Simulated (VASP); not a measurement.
The system is TiRuN2.

```
Ti Ru N
1.0
    -2.20000    2.20000    4.60000
     2.20000   -2.20000    4.60000
     2.20000    2.20000   -4.60000
Ti Ru N
2 2 4
Direct
  0.75000 0.25000 0.50000
  0.00000 0.00000 0.00000
  0.25000 0.75000 0.50000
  0.50000 0.50000 0.00000
  0.24000 0.24000 0.00000
  0.76000 0.76000 0.00000
  0.99000 0.49000 0.50000
  0.51000 0.01000 0.50000
```

The cell was built by a generator and needn't be a form met in nature.

| Quantity | Value |
| --- | --- |
| Program | VASP 6.6.1 |
| Task | relaxation of cell and atoms |
| Functional | PBE |
| Potentials or basis | VASP PAW PBE potentials, release 64 (Ti_sv, Ru_pv, N) |
| Cutoff | 520 eV |
| k mesh | 5 × 5 × 5 |
| Occupations | gaussian, width 0.15 eV |
| Spin | no spin polarisation |

At the start: pressure -26.5 GPa; volume 11.13 Å³/atom.

**Question.** Where does the relaxation end?

**Answer.** Over 9 steps the energy falls by 163.2 meV/atom and the volume is 9.75 Å³/atom (-12.4 %); space group I4_1/amd (No. 141, to 0.05 Å).

Step by step:
```tsv
step	energy change (eV)	largest force (eV/Å)	pressure (GPa)	volume (Å³)
1	0.0000	0.1848	-26.54	89.06
2	0.6410	0.9412	60.92	67.32
3	-1.0772	0.5118	0.08	78.31
4	-1.0780	0.5181	0.93	78.08
5	-1.2564	0.5127	2.41	77.43
6	-1.2705	0.4455	3.73	77.16
7	-1.2796	0.0485	-4.61	79.39
8	-1.2969	0.1774	-1.08	78.39
9	-1.3055	0.0078	0.06	78.01
```

Final structure:
```
CELL_PARAMETERS angstrom
-2.15286 2.15286 4.20757
2.15286 -2.15286 4.20757
2.15286 2.15286 -4.20757
ATOMIC_POSITIONS crystal
Ti 0.75000 0.25000 0.50000
Ti 0.00000 0.00000 0.00000
Ru 0.25000 0.75000 0.50000
Ru 0.50000 0.50000 0.00000
N 0.24724 0.24724 0.00000
N 0.75276 0.75276 0.00000
N 0.99724 0.49724 0.50000
N 0.50276 0.00276 0.50000
```

Caveat: the k mesh is coarse (spacing up to 0.40 Å⁻¹), so the values aren't converged.
